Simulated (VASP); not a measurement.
**WSe2: relaxation of cell and atoms with PBE**

The system is WSe2.

```
W Se
1.0
     3.31505    0.00000    0.00000
    -1.65752    2.87091    0.00000
     0.00000    0.00000   14.64656
W Se
2 4
Direct
  0.33333 0.66667 0.25000
  0.66667 0.33333 0.75000
  0.33333 0.66667 0.63553
  0.66667 0.33333 0.13553
  0.33333 0.66667 0.86447
  0.66667 0.33333 0.36447
```

```yaml
Program: VASP 6.6.1
Task: relaxation of cell and atoms
Functional: PBE
Potentials_or_basis: VASP PAW PBE potentials, release 64 (W, Se)
Cutoff: 300 eV
k_mesh: 5 × 5 × 1
Occupations: gaussian, width 0.03 eV
Spin: no spin polarisation
Further_INCAR_settings: ALGO = Normal; EDIFF = 1e-07; IBRION = 2; EDIFFG = -0.005; NSW = 90; ISIF = 3
```

```
Relaxed volume                         : 23.24 Å³/atom
Relaxed cell                           : a = 3.315 Å, b = 3.315 Å, c = 14.649 Å, α = 90.00°, β = 90.00°, γ = 120.00°
Space group after relaxing (to 0.05 Å) : P6_3/mmc (No. 194)
Energy gained by relaxing              : 0.0 meV/atom
Ionic steps                            : 3
Pressure after relaxing                : 0.0 GPa
Largest force after relaxing           : 0.004 eV/Å
Band gap on the k mesh                 : 1.51 eV, indirect (least direct gap 2.21 eV)
```

Forces in eV/Å, atoms in the order of the input:
```
W    0.000  0.000  0.000
W    0.000  0.000  0.000
Se   0.000  0.000  0.004
Se   0.000  0.000  0.004
Se   0.000  0.000 -0.004
Se   0.000  0.000 -0.004
```

Final structure:
```
W Se
1.0
     3.31504    0.00000    0.00000
    -1.65752    2.87090    0.00000
     0.00000    0.00000   14.64916
W Se
2 4
Direct
  0.33333 0.66667 0.25000
  0.66667 0.33333 0.75000
  0.33333 0.66667 0.63553
  0.66667 0.33333 0.13553
  0.33333 0.66667 0.86447
  0.66667 0.33333 0.36447
```

Levels at points of the mesh, in eV from the valence-band top:
```csv
k point,band 16,band 17,band 18,band 19,band 20,band 21
"(0.00, 0.00, 0.00)",-1.20,-0.58,0.00,2.94,2.94,2.95
```

It took 19 s on 2 MPI ranks on Intel(R) Xeon(R) Platinum 8488C (Sapphire Rapids), on a shared host, peak memory 0.16 GiB a rank.

Caveat: the k mesh is coarse (spacing up to 0.44 Å⁻¹), so the values aren't converged; spin-orbit coupling is left out, which moves the levels of the heavy elements; an odd mesh through Γ misses points on the zone boundary, where band edges often lie; this functional lacks dispersion, which binds the layers, so the pressure and a relaxed spacing across them are unreliable.
